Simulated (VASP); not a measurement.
A convergence study with VASP on MgH$_{2}$ (space group no. 136 when undisturbed): one setting is varied, all else stays as given below, so the limit is that of these other settings. One atom is moved off its site, so that forces are finite.

```xyz
6
Lattice="4.5336 0.0000 0.0000 0.0000 4.5336 0.0000 0.0000 0.0000 3.0291" Properties=species:S:1:pos:R:3 pbc="T T T"
Mg     0.0000     0.0000     0.0500
Mg     2.2668     2.2668     1.5145
H      1.3782     1.3782     0.0000
H      3.6450     0.8886     1.5145
H      0.8886     3.6450     1.5145
H      3.1554     3.1554     0.0000
```

Computed with PBE GGA, VASP's PBE PAW potentials (set 64) (plane waves; VASP). The tightest run used: 300 eV cut-off, 11×11×16 Γ-centred mesh, Fermi-Dirac smearing of 0.010 eV, potentials Mg H.

Gaps are read on the run's mesh, which can miss a band edge.

Question: The settings run are 1×1×2 mesh; 2×2×2 mesh; 2×2×3 mesh; 3×3×4 mesh; 3×3×5 mesh; 4×4×5 mesh; 4×4×6 mesh; 5×5×7 mesh; 5×5×8 mesh; 6×6×9 mesh; 7×7×10 mesh; 8×8×11 mesh; 9×9×13 mesh; 10×10×14 mesh; 11×11×16 mesh. From which on does the energy per atom stay within 0.002 eV/atom of the tightest run?

Answer: From 3×3×4 mesh on: it is off by 0.0016 there and by no more than 0.002 in any finer run, while 2×2×3 mesh is off by 0.0156.
```tsv
setting	E (eV/atom)	pressure (GPa)	largest force (eV/Å)	gap on the mesh (eV)	irreducible k-points	difference judged (eV/atom)
1×1×2 mesh	-2.6757	2.32	0.347	4.826	2	0.2557
2×2×2 mesh	-2.8982	-1.62	0.241	3.829	6	0.0332
2×2×3 mesh	-2.9158	-1.92	0.242	5.138	6	0.0156
3×3×4 mesh	-2.9299	-2.21	0.244	3.827	12	0.0016
3×3×5 mesh	-2.9302	-2.20	0.244	4.151	12	0.0012
4×4×5 mesh	-2.9313	-2.24	0.244	4.292	21	0.0001
4×4×6 mesh	-2.9313	-2.23	0.244	3.782	28	0.0001
5×5×7 mesh	-2.9313	-2.24	0.244	3.891	36	0.0001
5×5×8 mesh	-2.9313	-2.24	0.244	3.707	45	0.0001
6×6×9 mesh	-2.9314	-2.24	0.244	3.846	65	0.0000
7×7×10 mesh	-2.9314	-2.24	0.244	3.675	96	0.0000
8×8×11 mesh	-2.9315	-2.24	0.244	3.768	126	0.0000
9×9×13 mesh	-2.9315	-2.24	0.244	3.769	175	0.0000
10×10×14 mesh	-2.9314	-2.24	0.244	3.660	248	0.0000
11×11×16 mesh	-2.9314	-2.24	0.244	3.695	324	0.0000
```

Left out are rungs that failed or repeat a setting and relaxations that didn't move; long series are thinned to 24 rows.

The structure is a typed MgH2 crystal (space group no. 136). The cell was not relaxed at this level, it is distorted from the ideal structure.
